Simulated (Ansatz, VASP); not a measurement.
**One calculation of BPt, two programs**

```xyz
4
Lattice="3.2294 0.0000 0.0000 -1.6147 2.7968 0.0000 0.0000 0.0000 5.2613" Properties=species:S:1:pos:R:3 pbc="T T T"
B     1.6147    0.9323    3.9460
B     0.0000    1.8645    1.3153
Pt    0.0000    0.0000    0.0000
Pt    0.0000    0.0000    2.6306
```

Alike in both runs: task electric field gradients; functional PBE; k mesh 12 × 12 × 6; occupations fermi-dirac, width 0.05 eV; no spin polarisation.

```csv
,VASP,Ansatz
version,VASP 6.6.1,Ansatz 0.2.0
potentials or method,"VASP PAW PBE potentials, release 64 (B, Pt)","PAW with Ansatz's default frozen-core files, scalar-relativistic"
plane-wave cutoff (eV),520,420
valence electrons in the cell,26,42
```

```csv
,VASP,Ansatz,Ansatz less VASP
pressure (GPa),-1.3,-1.0,+0.27
largest component of the traceless stress (GPa),0.39,0.13,-0.255
Vzz of the field gradient on the site that differs most (V/Å²),-327.4,-169.0,+158.33
```

The functional is the same, so the differences come from potentials, cutoffs and numerics. The two sets of potentials don't hold the same shells in valence. Ansatz warned: «gradients_without_spin_orbit».

Spin-orbit coupling is left out, which matters for the levels of Pt.
